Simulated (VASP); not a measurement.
An input for Quantum ESPRESSO's pw.x (written as the equivalent of a VASP run, and not itself run):

```
&CONTROL
  calculation = 'vc-relax'
  pseudo_dir = './pseudo'
  outdir = './out'
  tprnfor = .true.
  tstress = .true.
  nstep = 40
  forc_conv_thr = 0.00078
/
&SYSTEM
  ibrav = 0
  nat = 2
  ntyp = 2
  ecutwfc = 88
  occupations = 'smearing'
  smearing = 'gaussian'
  degauss = 0.003675
  input_dft = 'pbesol'
/
&ELECTRONS
  conv_thr = 7.3e-08
  electron_maxstep = 100
/
&IONS
/
&CELL
  press = 50
/
ATOMIC_SPECIES
  Be 9.012 Be.upf
  S 32.060 S.upf
CELL_PARAMETERS angstrom
     0.0000000    2.3824174    2.3824174
     2.3824174   -0.0000000    2.3824174
     2.3824174    2.3824174    0.0000000
ATOMIC_POSITIONS crystal
  Be   0.0000000  0.0000000  0.0000000
  S    0.2500000  0.2500000  0.2500000
K_POINTS automatic
  10 10 10 0 0 0
```

Task: Translate this input to VASP (INCAR, KPOINTS, POSCAR, choice of POTCAR).

Result: Several could match; the one computed here: 
File POSCAR:
```
BeS
1.0
  0.0000000000   2.3824174218   2.3824174218
  2.3824174218   0.0000000000   2.3824174218
  2.3824174218   2.3824174218   0.0000000000
Be S
1 1
Cart
  0.0000000000   0.0000000000   0.0000000000
  1.1912087109   1.1912087109   1.1912087109
```

KPOINTS:
```
Automatic mesh
0
Gamma
10 10 10
0 0 0
```

**INCAR**
```
# general
SYSTEM  = BeS
PREC    = Accurate
ENCUT   = 500
LREAL   = F
LASPH   = T   # aspherical one-centre terms

# electronic loop
EDIFF   = 1E-6   # SCF stop (eV)
NELM    = 100   # most electronic steps
ALGO    = Normal   # blocked Davidson

# smearing
ISMEAR  = 0   # Gaussian
SIGMA   = 0.05

# functional
GGA     = PS   # PBEsol

# ions
IBRION  = 2
NSW     = 40
ISIF    = 3   # ions, shape and volume
EDIFFG  = -0.02
PSTRESS = 50   # kbar

# output
LWAVE   = F
LCHARG  = F
```

POTCAR, in this order: Be S (PBE.64 set). Program: vasp_std.

What does not carry over: the potentials are each code's own (VASP's PAW set, PseudoDojo norm-conserving files in pw.x), so ENCUT and ecutwfc are chosen apart and not converted; conv_thr bounds pw.x's estimated SCF error, while EDIFF bounds the energy change between steps; forc_conv_thr acts on force components and is met together with etot_conv_thr.

The structure was generated: BeS was put into the zinc blende type (F-43m), which need not be its known phase. It was relaxed first under an external pressure of 5 GPa.
